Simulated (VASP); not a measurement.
A convergence study with VASP on ZnSe (zinc blende): a few settings are varied, all else stays as given below, so the limit is that of these other settings.

```
ZnSe
1.0
    0.00000     2.83500     2.83500
    2.83500     0.00000     2.83500
    2.83500     2.83500     0.00000
Zn Se
1 1
Direct
  0.00000   0.00000   0.00000
  0.25000   0.25000   0.25000
```

Calculation: PBE GGA, VASP's PBE PAW potentials (set 64) (plane waves; VASP 6.6.1). The last row used: 550 eV cut-off, 15×15×15 Γ-centred mesh, second-order Methfessel-Paxton smearing of 0.40 eV, potentials Zn Se.

Gaps are read on the run's mesh, which can miss a band edge.

| setting | E (eV/atom) | pressure (GPa) | gap on the mesh (eV) | irreducible k-points |
|---|---|---|---|---|
| ISMEAR = -1, SIGMA = 0.01, 4×4×4 mesh | -2.9770 | 2.60 | 1.272 | 8 |
| ISMEAR = -1, SIGMA = 0.1, 4×4×4 mesh | -2.9770 | 2.60 | 1.272 | 8 |
| ISMEAR = 0, SIGMA = 0.01, 4×4×4 mesh | -2.9770 | 2.60 | 1.272 | 8 |
| ISMEAR = 0, SIGMA = 0.2, 4×4×4 mesh | -2.9770 | 2.60 | 1.272 | 8 |
| ISMEAR = 1, SIGMA = 0.05, 4×4×4 mesh | -2.9769 | 2.60 | 1.272 | 8 |
| ISMEAR = 1, SIGMA = 0.2, 4×4×4 mesh | -2.9768 | 2.60 | 1.272 | 8 |
| ISMEAR = 2, SIGMA = 0.05, 4×4×4 mesh | -2.9770 | 2.60 | 1.272 | 8 |
| ISMEAR = 2, SIGMA = 0.2, 4×4×4 mesh | -2.9768 | 2.60 | 1.272 | 8 |
| ISMEAR = -1, SIGMA = 0.01, 9×9×9 mesh | -3.0107 | 2.27 | 1.285 | 35 |
| ISMEAR = -1, SIGMA = 0.2, 9×9×9 mesh | -3.0104 | 2.27 | 1.286 | 35 |
| ISMEAR = 0, SIGMA = 0.01, 9×9×9 mesh | -3.0107 | 2.27 | 1.285 | 35 |
| ISMEAR = 0, SIGMA = 0.4, 9×9×9 mesh | -3.0106 | 2.27 | 1.285 | 35 |
| ISMEAR = 1, SIGMA = 0.05, 9×9×9 mesh | -3.0106 | 2.27 | 1.285 | 35 |
| ISMEAR = 1, SIGMA = 0.4, 9×9×9 mesh | -3.0106 | 2.24 | 1.286 | 35 |
| ISMEAR = 2, SIGMA = 0.05, 9×9×9 mesh | -3.0106 | 2.27 | 1.285 | 35 |
| ISMEAR = 2, SIGMA = 0.4, 9×9×9 mesh | -3.0104 | 2.26 | 1.285 | 35 |
| ISMEAR = -1, SIGMA = 0.05, 15×15×15 mesh | -3.0108 | 2.27 | 1.286 | 120 |
| ISMEAR = -1, SIGMA = 0.2, 15×15×15 mesh | -3.0106 | 2.27 | 1.286 | 120 |
| ISMEAR = 0, SIGMA = 0.1, 15×15×15 mesh | -3.0108 | 2.27 | 1.286 | 120 |
| ISMEAR = 0, SIGMA = 0.4, 15×15×15 mesh | -3.0108 | 2.27 | 1.286 | 120 |
| ISMEAR = 1, SIGMA = 0.1, 15×15×15 mesh | -3.0108 | 2.26 | 1.286 | 120 |
| ISMEAR = 1, SIGMA = 0.4, 15×15×15 mesh | -3.0108 | 2.24 | 1.286 | 120 |
| ISMEAR = 2, SIGMA = 0.1, 15×15×15 mesh | -3.0108 | 2.27 | 1.286 | 120 |
| ISMEAR = 2, SIGMA = 0.4, 15×15×15 mesh | -3.0107 | 2.26 | 1.286 | 120 |

Left out are rungs that failed or repeat a setting and relaxations that didn't move; long series are thinned to 24 rows.

The compound is ZnSe in the zinc blende structure. The cell was not relaxed at this level.
